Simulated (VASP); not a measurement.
Given:

```
NiSb
1.0
    3.21421     0.00000     0.00000
    0.00000     3.21421     0.00000
    0.00000     0.00000     3.21421
Ni Sb
1 1
Direct
  0.00000   0.00000   0.00000
  0.50000   0.50000   0.50000
```

The numbers are results of PBEsol GGA, VASP's PBE PAW potentials (set 64) (plane waves; VASP), not measurements. Settings: 400 eV cut-off, Gaussian smearing of 0.050 eV, potentials Ni Sb.

### Question
Give the energies of bands 1 to 10 at the high-symmetry points, in eV from the Fermi level.

### Answer

```tsv
band	Γ	X	M	R
1	-13.53	-11.02	-9.02	-6.00
2	-2.53	-7.80	-5.23	-4.79
3	-2.53	-2.31	-5.23	-4.79
4	-1.45	-2.31	-2.90	-4.79
5	-1.45	-2.31	-1.78	-1.03
6	-1.45	-1.44	-1.78	-1.03
7	0.89	-0.98	-1.05	1.14
8	0.89	4.67	-0.64	1.14
9	0.89	4.67	0.28	1.14
10	4.84	7.25	5.12	1.27
```

It has no gap at this level: it comes out as a metal or semimetal.

The structure was generated: NiSb was put into the CsCl type type (Pm-3m), which need not be its known phase. It was relaxed first, which changed the volume by -17 %. The run is not spin-polarised, so no magnetic state was tried. The electron count is odd and the run is not spin-polarised, which forces a metal.
